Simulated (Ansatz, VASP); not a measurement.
**SnO2 in two plane-wave programs**

Aim: how closely do two programs agree when they are given the same cell, functional and k mesh? The cell is generated by rule, not measured, and may not be a known phase. The cell is taken from a series of runs on this material, whose earlier steps may have relaxed, scaled, displaced or heated it; both programs get it as it stands.

Calculated with Ansatz 0.2.0; plane waves, with VASP 6.6.1 beside it; LDA.

The structure was built from a prototype and need not be the compound's stable phase.

### Step 1. Set-up

The structure is trigonal, space group P-3m1 (No. 164). The conventional cell has a = 3.181 Å, b = 3.181 Å, c = 4.457 Å, α = 90.00°, β = 90.00°, γ = 120.00°. Nearest to Sn lie 6 O at 2.09 Å. Nearest to O lie 3 Sn at 2.09 Å. Farther neighbours and most contacts between anions are not listed.

Structure file:

```cif
data_structure
_symmetry_space_group_name_H-M 'P 1'
_symmetry_Int_Tables_number 1
_cell_length_a 3.1811
_cell_length_b 3.1811
_cell_length_c 4.4569
_cell_angle_alpha 90.000
_cell_angle_beta 90.000
_cell_angle_gamma 120.000
_cell_volume 39.06
loop_
_atom_site_label
_atom_site_type_symbol
_atom_site_fract_x
_atom_site_fract_y
_atom_site_fract_z
_atom_site_occupancy
Sn1 Sn 0.00000 0.00000 0.00000 1
O2 O 0.33333 0.66667 0.22158 1
O3 O 0.66667 0.33333 0.77842 1
```

### Step 2. Ansatz: zone-centre phonons, LDA

Ansatz runs on norm-conserving files, of PseudoDojo where its log says so.

Second derivatives magnify differences that forces hide, and they need a tight electronic threshold.

The input, input.yaml:

```yaml
crystal:
  lattice:
    - [3.1811082052, 0.0, 0.0]
    - [-1.5905541026, 2.7549205179, 0.0]
    - [0.0, 0.0, 4.4568595232]
  atoms:
    - { symbol: Sn, position: [0.0, 0.0, 0.0] }
    - { symbol: O, position: [0.3333333333, 0.6666666667, 0.2215813156] }
    - { symbol: O, position: [0.6666666667, 0.3333333333, 0.7784186844] }
kpoints:
  mp_grid: { grid: [9, 9, 6] }
hamiltonian:
  xc: lda
  pseudopotentials: { kind: nc, accuracy: standard }
scf:
  occupations: { method: fixed }
output:
  eigenvalues: true
basis:
  ecutwfc: 979.61
phonons:
  method: dfpt
  dielectric: true
  rigid_motions: translations
```

Run with:

```
$ ansatz run input.yaml --threads 4 --pin off --max-ram 16384MiB --backend cpu --events-out ev --progress --plain --runs-dir out
```

The log of the run:

```text
Warning: basis.ecutwfc = 979.61 eV is below the records' recommended 1142.878222 eV, and the density's cutoff is lower with it unless basis.ecutrho_ratio is high enough to keep the records' density cutoff: compare with a run at a higher cutoff
Engine: ansatz 0.2.0, x86_64-unknown-linux-gnu
Pseudopotentials: kind: nc
Pseudopotential: Sn, nc, valence charge 14, recommended cutoff 979.609905 eV (normal), Sn.nc.azcp (PseudoDojo's, or run here from an input of PseudoDojo's; its table is named by hamiltonian.pseudopotentials.accuracy)
Pseudopotential: O, nc, valence charge 6, recommended cutoff 1142.878222 eV (normal), O.nc.azcp (PseudoDojo's, or run here from an input of PseudoDojo's; its table is named by hamiltonian.pseudopotentials.accuracy)
Functional definition: SPW92
  exchange = slater_x
  correlation = pw_c
Crystal: 3 atoms, lattice volume = 39.059 Å³
Basis set: ecut = 979.61 eV, 2693 PW (Γ), exchange–correlation on 72×72×96 points (8 copies of the dense FFT grid, shifted against one another)
Bands: 17, of which v1, the nominal top of the filled ones, is band 13 counted from 1 (12 counted from 0)
Symmetry: 12 space group operations
k-points: 140 of 486 (irreducible under 2 space group operations, time reversal used)
Non-local potential: Sn, projectors of the file, l = 0: 2, l = 1: 2, l = 2: 2
Non-local potential: O, projectors of the file, l = 0: 2, l = 1: 2, l = 2: 1
Initial density: superposition of atomic densities (chi_scale 0.1, normalization cell, long waves kept (reshape's long-wave potential 0.07 eV rms))
Initial wavefunctions: pseudopotential atomic-orbital guess
Functional: x = slater, c = lda
SCF iter   1: F=—  HF=-3037.256257 eV  |F-HF|=—  |Δ(HF+E_count)|=         —  Δρ=7.17e-2  dr2=1.43e0  ethr=3.10e-3  ⟨swp⟩=5.3  Hψ=10856  notcnv=0  defer=272
preconditioner: auto → none  [insulator: Δε(μ)=2.312 eV  Ē_g=20.455 eV  n_scr=8 (ndim 8)  ℏωp=30.3 eV  f_vac=0.000  ε∞_Penn≈3.2]
SCF iter   2: F=—  HF=-3036.767918 eV  |F-HF|=—  |Δ(HF+E_count)|=   4.88e-1  Δρ=3.31e-2  dr2=1.63e-1  ethr=3.10e-3  ⟨swp⟩=2.6  Hψ=5570  notcnv=0  defer=277
SCF iter   3: F=—  HF=-3036.731180 eV  |F-HF|=—  |Δ(HF+E_count)|=   3.67e-2  Δρ=1.15e-2  dr2=4.18e-2  ethr=6.28e-4  ⟨swp⟩=2.1  Hψ=3748  notcnv=0  defer=279
SCF iter   4: F=—  HF=-3036.721492 eV  |F-HF|=—  |Δ(HF+E_count)|=   9.69e-3  Δρ=3.98e-3  dr2=2.10e-3  ethr=1.61e-4  ⟨swp⟩=2.2  Hψ=3882  notcnv=0  defer=279
SCF iter   5: F=—  HF=-3036.721109 eV  |F-HF|=—  |Δ(HF+E_count)|=   3.82e-4  Δρ=4.10e-4  dr2=1.87e-5  ethr=8.09e-6  ⟨swp⟩=2.5  Hψ=4567  notcnv=0  defer=279
SCF iter   6: F=—  HF=-3036.721112 eV  |F-HF|=—  |Δ(HF+E_count)|=   2.18e-6  Δρ=9.59e-5  dr2=7.78e-7  ethr=7.20e-8  ⟨swp⟩=2.5  Hψ=4200  notcnv=0  defer=278
SCF iter   7: F=—  HF=-3036.721110 eV  |F-HF|=—  |Δ(HF+E_count)|=   2.04e-6  Δρ=8.72e-6  dr2=6.57e-9  ethr=2.99e-9  ⟨swp⟩=2.0  Hψ=3474  notcnv=0  defer=84
SCF iter   8: F=-3036.721110 eV  HF=-3036.721110 eV  |F-HF|=3.64e-11  |Δ(HF+E_count)|=   1.43e-9  Δρ=5.89e-7  dr2=6.36e-11  ethr=1.00e-12  ⟨swp⟩=10.9  Hψ=21251  notcnv=0
SCF 1 converged in 8 iterations: F = -3036.721110 eV  dr2 = 6.36e-11
NSCF: frozen V_eff on 4 k-points
DFPT response loops at Γ: preconditioner auto → Resta (q_TF=auto, 2.549 Å⁻¹)  ε∞=5.7 (no band partly filled); β = 1.00, the filter's whole step (`scf.mixing.beta` (0.50) is not read by the response loops at its default; to damp them type it under 1.00, their step now; it binds the ground state too); Broyden in place of MSR1
── the response to a field inside a basis, on 10×10×6 k-points: an SCF that follows is theirs, and a resumed run solves both again ──
Bands: 14, of which v1, the nominal top of the filled ones, is band 13 counted from 1 (12 counted from 0)
k-points: 165 of 600 (irreducible under 4 space group operations)
Initial density: handed on by an earlier stage of this run
Initial wavefunctions: pseudopotential atomic-orbital guess (no wavefunctions were taken with the density)
Eigensolver: Dense (165 Hₖ)
SCF iter   1: F=—  HF=-3036.723407 eV  |F-HF|=—  |Δ(HF+E_count)|=         —  Δρ=7.37e-4  dr2=1.84e-5  ethr=1.00e-1
preconditioner: auto → none  [insulator: Δε(μ)=2.225 eV  Ē_g=16.434 eV  n_scr=8 (ndim 8)  ℏωp=30.3 eV  f_vac=0.083  ε∞_Penn≈4.4]
SCF iter   2: F=—  HF=-3036.723409 eV  |F-HF|=—  |Δ(HF+E_count)|=   2.68e-6  Δρ=3.71e-4  dr2=4.96e-6  ethr=7.09e-8
SCF iter   3: F=—  HF=-3036.723410 eV  |F-HF|=—  |Δ(HF+E_count)|=   1.01e-6  Δρ=1.60e-4  dr2=1.19e-6  ethr=1.91e-8
SCF iter   4: F=-3036.723411 eV  HF=-3036.723411 eV  |F-HF|=1.14e-9  |Δ(HF+E_count)|=   1.33e-7  Δρ=8.25e-6  dr2=4.65e-9  ethr=4.56e-9
SCF 1 converged in 4 iterations: F = -3036.723411 eV  dr2 = 4.65e-9
DFPT response loops at Γ: preconditioner auto → Resta (q_TF=auto, 2.549 Å⁻¹)  ε∞=5.2 (no band partly filled); β = 1.00, the filter's whole step (`scf.mixing.beta` (0.50) is not read by the response loops at its default; to damp them type it under 1.00, their step now; it binds the ground state too); Broyden in place of MSR1
WARN: field response: ε∞ stands inside a basis, on 10×10×6 points; the force constants stand on the 9×9×6 k-mesh, whose period is 13.01 times the interband length at k = (0.0000, 0.0000, 0.0000), direct gap 1.928 eV, under 14: take them and everything formed from them as unconverged, and compare with a denser kpoints.mp_grid
SCF converged after 8 iterations
Free energy (F): -3036.721110 eV
Harris-Foulkes:  -3036.721110 eV  (|F-HF|=3.64e-11)
Internal energy: -3036.721110 eV  (E = F + TS)
E sigma→0 (E₀):  -3036.721110 eV
Fermi energy:    7.583986 eV
--- Per-component energies (eV) ---
  E_band       = -96.754695
  E_kinetic    = 1893.592489
  E_local      = -2241.792758  (includes V_loc(G=0)·N_el)
  E_nonlocal   = -761.380461
  E_hartree    = 805.499577
  E_xc         = -817.598574
  E_vxc        = -598.173000  (∫ρ·V_xc dr)
  E_ewald      = -1915.041384
  E_smearing   = -0.000000  (= −TS)
  E_closure    = -0.000000  (closes the sum)
  Σ components = -3036.721110   (vs F -3036.721110, Δ=0.00e0)
--- Band table (eV; the first three rows and the last of 140) ---
  k-point 0: bands = [... 9 lower, 6.0989, 6.5093, 6.5093, 7.5262, 9.4539, 13.3841, 18.8323, 18.8323]
  k-point 1: bands = [... 9 lower, 6.0778, 6.5385, 6.5385, 7.0368, 9.9537, 13.3567, 18.8087, 18.8087]
  k-point 2: bands = [... 9 lower, 6.0419, 6.2587, 6.5910, 6.5910, 10.7361, 13.2345, 18.7636, 18.7636]
  k-point 139: bands = [... 9 lower, 4.2312, 5.4039, 7.2280, 7.2546, 13.2737, 15.3993, 17.2191, 19.3502]
--- Phonons (Γ-DFPT): 4 representative perturbations + reference, on 140 of 486 k-points (Σ response iterations 12) ---
  k mesh reduced under 2 symmetry operations, with k and −k counted as one. Each operation leaves every solved perturbation unchanged. A smaller set is not considered because the run solves the response to a homogeneous field
  ASR residual: 7.174e-4 → 0.000e0 eV/Å²; symmetrization residual: 1.403e-5 eV/Å²
  ASR residual per site (eV/Å²): 6.61e-4 7.17e-4 7.17e-4
  Γ frequencies (cm⁻¹): 0.00 0.00 0.00 413.68 413.68 463.01 466.84 466.84 497.94
  ε∞ (high-frequency dielectric tensor):
        4.640853    -0.000000    -0.000000
       -0.000000     4.640853    -0.000000
       -0.000000    -0.000000     3.073159
  ε⁰ (static dielectric tensor: ions relaxed, cell fixed):
       10.628229    -0.000000    -0.000000
       -0.000000    10.628229     0.000000
       -0.000000     0.000000     4.149816
  ε⁰ − ε∞ (ionic part):
        5.987376    -0.000000    -0.000000
       -0.000000     5.987376     0.000000
       -0.000000     0.000000     1.076657
  softest optical mode at Γ: 413.68 cm⁻¹; the repairs (sum rule, projections) moved no ω² at Γ by more than (3.79 cm⁻¹)²
  Born effective charges Z* (e; rows j = field, columns β = displacement):
    site 0:
         4.52764   -0.00000    0.00000
        -0.00000    4.52764    0.00000
         0.00000    0.00000    2.14891
    site 1:
        -2.26382    0.00000   -0.00000
        -0.00000   -2.26382   -0.00000
        -0.00000   -0.00000   -1.07445
    site 2:
        -2.26382    0.00000   -0.00000
         0.00000   -2.26382   -0.00000
        -0.00000   -0.00000   -1.07445
  Z* charge neutrality: 4.037e-4 e pre-enforcement
  solved inside a basis spanned on kpoints, on 10×10×6 k-points, its susceptibility summed on 14×14×10: ε∞ is read to err by 1.3e-2, Z* by 3.2e-2 e (field_mesh: kpoints solves on kpoints); Z* is corrected for what the basis lacks
  optical modes at Γ without the LO–TO term, one row a degenerate level:
      ω (cm⁻¹)  modes    IR ((D/Å)²/amu)
        413.68      2            37.5285
        463.01      1             4.2269
        466.84      2             0.0000
        497.94      1             0.0000
  optical modes at Γ + LO–TO along q̂ = [1.0000, 0.0000, 0.0000]:
      ω (cm⁻¹)  modes    IR ((D/Å)²/amu)
        413.68      1            18.7643
        463.01      1             4.2269
[...]
optical modes at Γ + LO–TO along q̂ = [0.0000, 1.0000, 0.0000]:
      ω (cm⁻¹)  modes    IR ((D/Å)²/amu)
[...]
463.01      1             4.2269
        466.84      2             0.0000
        497.94      1             0.0000
        626.04      1            18.7643
  optical modes at Γ + LO–TO along q̂ = [0.0000, 0.0000, 1.0000]:
      ω (cm⁻¹)  modes    IR ((D/Å)²/amu)
        413.68      2            37.5285
        466.84      2             0.0000
        497.94      1             0.0000
        538.04      1             4.2269
```

In the SCF lines HF is the Harris–Foulkes energy and dr2 the Hartree energy of the density residual, in eV; the loop may stop once dr2 is under the threshold and the program's other checks hold. Hψ counts applications of the Hamiltonian.

[end of part 1 of 3]

[Lines on the potential files, build, host, timing and source positions are cut from VASP's logs without a mark.]

[Logs are printed without paths, hosts, clocks, repeated set-up lines and the standing remarks that a program may print on its own settings, such as how far it seeks lower states.]

[Hosts, paths, dates, database ids (printed as entryN), source tags and the programs' standing remarks are cut or masked in the printed files.]
